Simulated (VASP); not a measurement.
# SnGe2 (Fm-3m): band edges, masses and strain

Aim: the gap of SnGe2, the masses at its band edges and their response to strain. The cell is generated by rule, not measured, and may not be a known phase.

Main program and level: VASP 6.6.1; PBEsol; plane waves and PAW (Sn_d, Ge_d), in the first sound run; inputs show where later runs differ.

The structure was built from a prototype and need not be the compound's stable phase.

### 1. Set-up

It takes space group Fm-3m (No. 225, cubic). The conventional cell has a = 6.232 Å, b = 6.232 Å, c = 6.232 Å, α = 90.00°, β = 90.00°, γ = 90.00°. Nearest to Sn lie 8 Ge at 2.70 Å. Nearest to Ge lie 4 Sn at 2.70 Å. Farther neighbours are not listed.

Coordinates:

```xyz
3
Lattice="0.0000 3.1161 3.1161 3.1161 0.0000 3.1161 3.1161 3.1161 0.0000" Properties=species:S:1:pos:R:3 pbc="T T T"
Sn    0.0000    0.0000    0.0000
Ge    1.5580    1.5580    1.5580
Ge    4.6741    4.6741    4.6741
```

### 2. Relaxation of the atoms

The cell is kept as given; the atoms are relaxed first, so that no residual force shifts the band edges.

The input, INCAR:

```
SYSTEM = SnGe2
PREC = Accurate
ENCUT = 410
EDIFF = 1E-06
NELM = 100
ISMEAR = 0
SIGMA = 0.02
LREAL = .FALSE.
ALGO = Normal
GGA = PS
NBANDS = 27
LORBIT = 11
LWAVE = .FALSE.
LCHARG = .FALSE.
KPAR = 4
IBRION = 2
NSW = 40
ISIF = 2
EDIFFG = -0.005
```

The input, POSCAR:

```
SnGe2
1.0
    0.0000000000      3.1160700000      3.1160700000
    3.1160700000      0.0000000000      3.1160700000
    3.1160700000      3.1160700000      0.0000000000
Sn Ge
1 2
Direct
    0.0000000000      0.0000000000      0.0000000000
    0.2500000000      0.2500000000      0.2500000000
    0.7500000000      0.7500000000      0.7500000000
```

The input, KPOINTS:

```
Automatic mesh
0
Gamma
8 8 8
0 0 0
```

The projector-augmented-wave data sets are Sn_d and Ge_d (PBE family, release 64).

Started as:

```console
$ mpirun -np 4 vasp_std
```

The log of the run:

```text
[banner, memory and clock lines left out]
running    4 mpi-ranks, on    1 nodes
 distrk:  each k-point on    1 cores,    4 groups
 distr:  one band on    1 cores,    1 groups

 POSCAR found type information on POSCAR SnGe
 POSCAR found :  2 types and       3 ions
|                                                                             |
|               ----> ADVICE to this user running VASP <----                  |
|                                                                             |
|     You enforced a specific xc type in the INCAR file but a different       |
|     [... a line on the potential file left out ...]
|     I HOPE YOU KNOW WHAT YOU ARE DOING!                                     |
|                                                                             |

 LDA part: xc-table for (Slater+PW92), standard interpolation
 POSCAR, INCAR and KPOINTS ok, starting setup
 FFT: planning ... GRIDC
 FFT: planning ... GRID_SOFT
 FFT: planning ... GRID
 WAVECAR not read
 entering main loop
       N       E                     dE             d eps       ncg     rms          rms(c)
DAV:   1     0.301696095954E+03    0.30170E+03   -0.19095E+04  1752   0.347E+03
DAV:   2     0.330863078133E+02   -0.26861E+03   -0.26451E+03  1566   0.591E+02
DAV:   3    -0.106838773540E+02   -0.43770E+02   -0.43219E+02  1755   0.176E+02
DAV:   4    -0.125196631611E+02   -0.18358E+01   -0.18171E+01  1843   0.406E+01
DAV:   5    -0.125655200306E+02   -0.45857E-01   -0.45834E-01  2061   0.634E+00    0.383E+00
DAV:   6    -0.124839307510E+02    0.81589E-01   -0.56345E-02  1920   0.346E+00    0.210E+00
DAV:   7    -0.124458281492E+02    0.38103E-01   -0.40049E-02  1998   0.264E+00    0.164E-01
DAV:   8    -0.124449940512E+02    0.83410E-03   -0.54528E-03  1719   0.105E+00    0.408E-02
DAV:   9    -0.124450171948E+02   -0.23144E-04   -0.22081E-04  1859   0.138E-01    0.201E-02
DAV:  10    -0.124450206716E+02   -0.34768E-05   -0.13461E-05  1802   0.333E-02    0.520E-03
DAV:  11    -0.124450211689E+02   -0.49734E-06   -0.26385E-06  1457   0.241E-02
   1 F= -.12445021E+02 E0= -.12444675E+02  d E =-.124450E+02
 curvature:   0.00 expect dE= 0.000E+00 dE for cont linesearch  0.000E+00
 trial: gam= 0.00000 g(F)=  0.183E-45 g(S)=  0.000E+00 ort = 0.000E+00 (trialstep = 0.100E+01)
 search vector abs. value=  0.100E-09
 reached required accuracy - stopping structural energy minimisation
```

Elapsed: 6 s, on 4 MPI ranks of Intel Xeon 6975P-C (Granite Rapids), shared host; peak memory 0.66 GiB.

Lines that name or quote the potential files are left out of all logs, and their timing lines are given in words.

From OUTCAR (step 2):

```text
ion  position               nearest neighbor table
   1  0.000  0.000  0.000-   3 2.70   3 2.70   3 2.70   2 2.70   2 2.70   2 2.70   3 2.70   2 2.70

  LATTYP: Found a face centered cubic cell.
 ALAT       =     6.2321400000

 Subroutine GETGRP returns: Found 48 space group operations
 (whereof 48 operations were pure point group operations)

The static configuration has the point symmetry O_h .

 Found     29 irreducible k-points:

   k-points           NKPTS =     29   k-points in BZ     NKDIM =     29   number of bands    NBANDS=     27

   dimension x,y,z NGX =    30 NGY =   30 NGZ =   30
   dimension x,y,z NGXF=    60 NGYF=   60 NGZF=   60

   ENCUT  =  410.0 eV  30.13 Ry    5.49 a.u.   7.28  7.28  7.28*2*pi/ulx,y,z

   NELECT =      42.0000    total number of electrons

 k-points in reciprocal lattice and weights: Automatic mesh
   0.00000000  0.00000000  0.00000000       0.002
   0.12500000  0.00000000  0.00000000       0.016
   0.25000000  0.00000000  0.00000000       0.016
   0.37500000  0.00000000  0.00000000       0.016
   0.50000000  0.00000000  0.00000000       0.008
   0.12500000  0.12500000  0.00000000       0.012
   0.25000000  0.12500000  0.00000000       0.047
   0.37500000  0.12500000  0.00000000       0.047
   0.50000000  0.12500000  0.00000000       0.047
[...]
-0.37500000  0.50000000  0.12500000       0.023
  -0.25000000  0.50000000  0.25000000       0.012

 average (electrostatic) potential at core
       1 -98.9847       2 -71.1210       3 -71.1210

 E-fermi :   8.1537

 k-point     1 :       0.0000    0.0000    0.0000
  band No.  band energies     occupation
    ...
     20       6.4737      2.00000
     21       7.2130      2.00000
     22       7.2130      2.00000
     23       7.2130      2.00000
     24       7.7215      2.00000
     25      11.3614      0.00000
     26      11.3614      0.00000
     27      11.3614      0.00000

 k-point     2 :       0.1250    0.0000    0.0000
  band No.  band energies     occupation
    ...
     19       6.0077      2.00000
     20       6.0077      2.00000
     21       7.2252      2.00000
     22       7.6303      2.00000
     23       7.6303      2.00000
     24       9.9317      0.00000
     25      11.1364      0.00000
     26      11.1364      0.00000
     27      11.2306      0.00000

 k-point     3 :       0.2500    0.0000    0.0000
  band No.  band energies     occupation
    ...
     19       5.4781      2.00000
     20       5.4781      2.00000
     21       7.5127      2.00000
     22       7.7559      2.00000
     23       7.7559      2.00000
     24      11.0010      0.00000
     25      11.5280      0.00000
     26      11.5280      0.00000
     27      13.3095      0.00000

  Total        6.3276678      6.3276678      6.3276678      0.0000000      0.0000000      0.0000000
  in kB      167.5338782    167.5338782    167.5338782      0.0000000      0.0000000      0.0000000
  external PRESSURE =     167.5338782 kB  Pullay stress =       0.0000000 kB

  energy-cutoff  :      410.00
  volume of cell :       60.51
      direct lattice vectors                 reciprocal lattice vectors
     0.000000000  3.116070000  3.116070000    -0.160458526  0.160458526  0.160458526
     3.116070000  0.000000000  3.116070000     0.160458526 -0.160458526  0.160458526
     3.116070000  3.116070000  0.000000000     0.160458526  0.160458526 -0.160458526

 POSITION                                       TOTAL-FORCE (eV/Angst)
 -----------------------------------------------------------------------------------
      0.00000      0.00000      0.00000        -0.000000     -0.000000     -0.000000
      1.55804      1.55804      1.55804        -0.000000      0.000000      0.000000
      4.67410      4.67410      4.67410         0.000000     -0.000000     -0.000000
 -----------------------------------------------------------------------------------
    total drift:                                0.000000     -0.000000      0.000000

  FREE ENERGIE OF THE ION-ELECTRON SYSTEM (eV)
  ---------------------------------------------------
  free  energy   TOTEN  =       -12.4450211689 eV

  energy  without entropy=      -12.4443288779  energy(sigma->0) =      -12.44467502

 reached required accuracy - stopping structural energy minimisation

 total charge
# of ion       s       p       d       tot
------------------------------------------
    1        1.188   1.266  10.106  12.559
    2        1.268   1.039  10.032  12.339
    3        1.268   1.039  10.032  12.339
--------------------------------------------------
tot          3.723   3.344  30.170  37.237

[... 3 further parts left out ...]
```

The PAW data sets were made with PBE, which is usual practice but a small mismatch for other functionals. The run keeps the 48 symmetry operations of its start, so it cannot find a distortion of lower symmetry.

The forces vanish from the start, and no atom moves.

Numbers from this step:

```
SCF cycles              : 11
electrons               : 42
bands                   : 27
irreducible k-points    : 29
symmetry operations     : 48
free energy (TOTEN)     : -12.45 eV
energy at zero smearing : -12.44 eV
Fermi energy            : 8.154 eV
pressure                : 16.75 GPa
metallic                : yes
```

### 3. Bands on a dense mesh

A dense even mesh and a path are solved together, since either alone can miss a band edge.

Changes to INCAR since step 2:

```diff
@@ -10,3 +10,3 @@
 GGA = PS
-NBANDS = 27
+NBANDS = 34
 LORBIT = 11
@@ -15,5 +15,2 @@
 KPAR = 4
-IBRION = 2
-NSW = 40
 ISIF = 2
-EDIFFG = -0.005
```

POSCAR is that of step 2.

The input, KPOINTS:

```
Automatic mesh
0
Gamma
12 12 12
0 0 0
```

The input, KPOINTS_OPT:

```
Line mode
24
Line-mode
Reciprocal
  0.00000000   0.00000000   0.00000000 GAMMA
  0.50000000   0.00000000   0.50000000 X

  0.50000000   0.00000000   0.50000000 X
  0.50000000   0.25000000   0.75000000 W

  0.50000000   0.25000000   0.75000000 W
  0.37500000   0.37500000   0.75000000 K

  0.37500000   0.37500000   0.75000000 K
  0.00000000   0.00000000   0.00000000 GAMMA

  0.00000000   0.00000000   0.00000000 GAMMA
  0.50000000   0.50000000   0.50000000 L

  0.50000000   0.50000000   0.50000000 L
  0.62500000   0.25000000   0.62500000 U

  0.62500000   0.25000000   0.62500000 U
  0.50000000   0.25000000   0.75000000 W

  0.50000000   0.25000000   0.75000000 W
  0.50000000   0.50000000   0.50000000 L

  0.50000000   0.50000000   0.50000000 L
  0.37500000   0.37500000   0.75000000 K

  0.62500000   0.25000000   0.62500000 U
  0.50000000   0.00000000   0.50000000 X
```

Started as:

```console
$ mpirun -np 4 vasp_std
```

The log of the run:

```text
[banner, memory and clock lines left out]
running    4 mpi-ranks, on    1 nodes
 distrk:  each k-point on    1 cores,    4 groups
 distr:  one band on    1 cores,    1 groups

 POSCAR found type information on POSCAR SnGe
 POSCAR found :  2 types and       3 ions
 [... a notice as in an earlier step ...]

 LDA part: xc-table for (Slater+PW92), standard interpolation
 POSCAR, INCAR and KPOINTS ok, starting setup
 FFT: planning ... GRIDC
 FFT: planning ... GRID_SOFT
 FFT: planning ... GRID
 WAVECAR not read
 entering main loop
       N       E                     dE             d eps       ncg     rms          rms(c)
DAV:   1     0.321542864241E+03    0.32154E+03   -0.16974E+04  6122   0.276E+03
DAV:   2     0.435293547586E+02   -0.27801E+03   -0.26707E+03  4928   0.577E+02
DAV:   3    -0.101765062153E+02   -0.53706E+02   -0.53089E+02  5424   0.156E+02
DAV:   4    -0.124947979185E+02   -0.23183E+01   -0.23154E+01  5768   0.372E+01
DAV:   5    -0.125492351395E+02   -0.54437E-01   -0.54431E-01  6418   0.581E+00    0.384E+00
DAV:   6    -0.124668252351E+02    0.82410E-01   -0.49558E-02  6582   0.273E+00    0.212E+00
DAV:   7    -0.124263032825E+02    0.40522E-01   -0.35009E-02  6714   0.213E+00    0.164E-01
DAV:   8    -0.124255419737E+02    0.76131E-03   -0.62166E-03  5860   0.943E-01    0.499E-02
DAV:   9    -0.124255720253E+02   -0.30052E-04   -0.26279E-04  6046   0.143E-01    0.189E-02
DAV:  10    -0.124255796912E+02   -0.76658E-05   -0.17336E-05  6126   0.292E-02    0.446E-03
DAV:  11    -0.124255801884E+02   -0.49721E-06   -0.23587E-06  5060   0.200E-02
   1 F= -.12425580E+02 E0= -.12425502E+02  d E =-.155794E-03
 Start KPOINTS_OPT (optional k-point list driver)
k-point batch [1-72\240]
       N       E                     dE             ncg
DAV:   1    -0.815167857124E+04   -0.83758E+05     6164
DAV:   2    -0.278946190795E+05   -0.19743E+05     4936
DAV:   3    -0.316992885321E+05   -0.38047E+04     5542
DAV:   4    -0.318623765142E+05   -0.16309E+03     5790
DAV:   5    -0.318662701563E+05   -0.38936E+01     6592
DAV:   6    -0.318663715193E+05   -0.10136E+00     5886
DAV:   7    -0.318663788182E+05   -0.72990E-02     7384
DAV:   8    -0.318663788623E+05   -0.44062E-04     5126
DAV:   9    -0.318663788638E+05   -0.14530E-05     3878
DAV:  10    -0.318663788640E+05   -0.22402E-06     3432
[...]
k-point batch [217-240\240]
       N       E                     dE             ncg
DAV:   1     0.527769753053E+05   -0.32419E+05     2060
DAV:   2     0.460444193340E+05   -0.67326E+04     1632
DAV:   3     0.447630847122E+05   -0.12813E+04     1792
DAV:   4     0.447072338881E+05   -0.55851E+02     1934
DAV:   5     0.447058989604E+05   -0.13349E+01     2148
DAV:   6     0.447058587514E+05   -0.40209E-01     2106
DAV:   7     0.447058559544E+05   -0.27970E-02     2422
DAV:   8     0.447058559282E+05   -0.26237E-04     1814
DAV:   9     0.447058559278E+05   -0.33660E-06     1390
```

Wall time 36 s (4 MPI ranks); peak memory 1.1 GiB; 2.4 min of CPU time.

From OUTCAR (step 3):

```text
The static configuration has the point symmetry O_h .

 Found     72 irreducible k-points:

   k-points           NKPTS =     72   k-points in BZ     NKDIM =     72   number of bands    NBANDS=     34

   NELECT =      42.0000    total number of electrons

 E-fermi :   8.1424

 k-point     1 :       0.0000    0.0000    0.0000
  band No.  band energies     occupation
    ...
     20       6.4885      2.00000
     21       7.2218      2.00000
     22       7.2219      2.00000
     23       7.2219      2.00000
     24       7.7303      2.00000
     25      11.3690      0.00000
     26      11.3690      0.00000
     27      11.3690      0.00000
     28      14.0235      0.00000
     29      14.0235      0.00000
    ...

 k-point     2 :       0.0833    0.0000    0.0000
  band No.  band energies     occupation
    ...
     19       6.2230      2.00000
     20       6.2230      2.00000
     21       7.1448      2.00000
     22       7.4751      2.00000
     23       7.4751      2.00000
     24       9.0736      0.00000
     25      11.2226      0.00000
     26      11.2226      0.00000
     27      11.2654      0.00000
     28      14.4718      0.00000
    ...

  Total        6.4822359      6.4822359      6.4822359      0.0000000      0.0000000     -0.0000000
  in kB      171.6262858    171.6262858    171.6262858      0.0000000      0.0000000     -0.0000000
  external PRESSURE =     171.6262858 kB  Pullay stress =       0.0000000 kB

 POSITION                                       TOTAL-FORCE (eV/Angst)
 -----------------------------------------------------------------------------------
      0.00000      0.00000      0.00000        -0.000000      0.000000     -0.000000
      1.55804      1.55804      1.55804        -0.000000     -0.000000     -0.000000
      4.67410      4.67410      4.67410         0.000000      0.000000      0.000000
 -----------------------------------------------------------------------------------
    total drift:                                0.000000     -0.000000      0.000000

  FREE ENERGIE OF THE ION-ELECTRON SYSTEM (eV)
  ---------------------------------------------------
  free  energy   TOTEN  =       -12.4255801884 eV

  energy  without entropy=      -12.4254243940  energy(sigma->0) =      -12.42550229

 total charge
# of ion       s       p       d       tot
------------------------------------------
    1        1.172   1.279  10.106  12.556
    2        1.273   1.042  10.031  12.346
    3        1.273   1.042  10.031  12.346
--------------------------------------------------
tot          3.718   3.363  30.168  37.249

[... 6 parts as in an earlier step ...]

[... 6 further parts left out ...]
```

This step gave:

```yaml
bands: 34
irreducible_k_points: 72
free_energy_toten: -12.43 eV
energy_at_zero_smearing: -12.43 eV
fermi_energy: 8.142 eV
pressure: 17.16 GPa
```

Electronic bands along the path, in eV, zero at the Fermi level; # counts the bands kept, so #1 is VASP's band 17:

```csv
point,#2,#3,#4,#5,#6,#7,#8,#9
Γ,-1.65,-1.65,-1.65,-0.92,-0.92,-0.92,-0.41,3.23
0.48 of the way,-5.26,-4.04,-4.04,0.11,1.28,1.90,1.90,3.41
X,-7.30,-5.16,-5.16,-1.18,4.19,4.19,5.51,6.12
0.48 of the way,-8.21,-5.49,-3.81,-0.30,1.93,4.33,5.09,5.28
W,-9.26,-5.81,-1.17,-1.17,1.49,2.66,4.70,4.81
0.52 of the way,-8.55,-5.44,-2.78,0.39,1.01,3.65,3.69,4.91
K,-8.30,-4.67,-3.96,0.81,1.68,2.35,4.89,4.92
0.48 of the way,-6.05,-2.58,-2.04,-1.55,-0.52,2.10,2.61,2.84
Γ,-1.65,-1.65,-1.65,-0.92,-0.92,-0.92,-0.41,3.23
0.48 of the way,-3.85,-2.61,-2.61,-0.63,-0.36,-0.36,2.81,3.31
L,-4.31,-3.08,-3.08,-0.79,-0.79,-0.66,5.26,5.82
0.48 of the way,-6.43,-3.84,-2.95,-0.59,0.45,2.09,3.15,5.27
U,-8.30,-4.67,-3.96,0.81,1.68,2.35,4.89,4.92
0.48 of the way,-8.55,-5.44,-2.78,0.39,1.01,3.65,3.69,4.91
W,-9.26,-5.81,-1.17,-1.17,1.49,2.66,4.70,4.81
0.48 of the way,-7.03,-4.65,-1.73,-1.55,1.72,2.71,2.79,3.96
L,-4.31,-3.08,-3.08,-0.79,-0.79,-0.66,5.26,5.82
0.52 of the way,-6.66,-3.93,-3.05,-0.39,0.62,2.38,2.93,5.18
K,-8.30,-4.67,-3.96,0.81,1.68,2.35,4.89,4.92
jump to U,-8.30,-4.67,-3.96,0.81,1.68,2.35,4.89,4.92
0.48 of the way,-7.92,-5.02,-4.63,-0.60,3.10,3.49,5.35,6.18
X,-7.30,-5.16,-5.16,-1.18,4.19,4.19,5.51,6.12
```

Of the projections kept (Sn, Ge), the largest for each band there; the rest of the weight can lie on other orbitals:

| point | #2 | #3 | #4 | #5 | #6 | #7 | #8 | #9 |
| --- | --- | --- | --- | --- | --- | --- | --- | --- |
| Γ | Ge 0.84 | Ge 0.84 | Ge 0.84 | Sn 0.69 | Sn 0.69 | Sn 0.69 | Sn 0.70 | Ge 0.96 |
| X | Ge 0.93 | Ge 0.57 | Ge 0.57 | Sn 0.53 | Ge 0.87 | Ge 0.87 | Ge 1.00 | Sn 0.60 |
| W | Sn 0.78 | Ge 0.61 | Ge 0.74 | Ge 0.74 | Ge 0.56 | Sn 0.71 | Ge 0.85 | Ge 1.00 |
| K | Ge 0.61 | Ge 0.57 | Ge 0.74 | Ge 0.53 | Ge 0.70 | Ge 0.88 | Sn 0.55 | Ge 0.95 |
| Γ | Ge 0.84 | Ge 0.84 | Ge 0.84 | Sn 0.69 | Sn 0.69 | Sn 0.69 | Sn 0.70 | Ge 0.96 |
| L | Ge 0.56 | Sn 0.50 | Sn 0.50 | Ge 0.84 | Ge 0.84 | Ge 0.92 | Ge 0.74 | Ge 0.55 |

At 17.2 GPa the cell is away from the equilibrium volume of this level: left free, it would expand.

(Continued in part 2 of 3.)

[Lines on the potential files, build, host, timing and source positions are cut from VASP's logs without a mark.]

[Logs are printed without paths, hosts, clocks, repeated set-up lines and the standing remarks that a program may print on its own settings, such as how far it seeks lower states.]

[Hosts, paths, dates, database ids (printed as entryN), source tags and the programs' standing remarks are cut or masked in the printed files.]

[In band tables of VASP the shares of atoms and orbitals are scaled to a sum of 1 inside the atoms' spheres.]

[Gaps and slopes under strain along one axis are those of the sampled path and mesh points; where strain splits equal valleys, another of them can be the edge.]
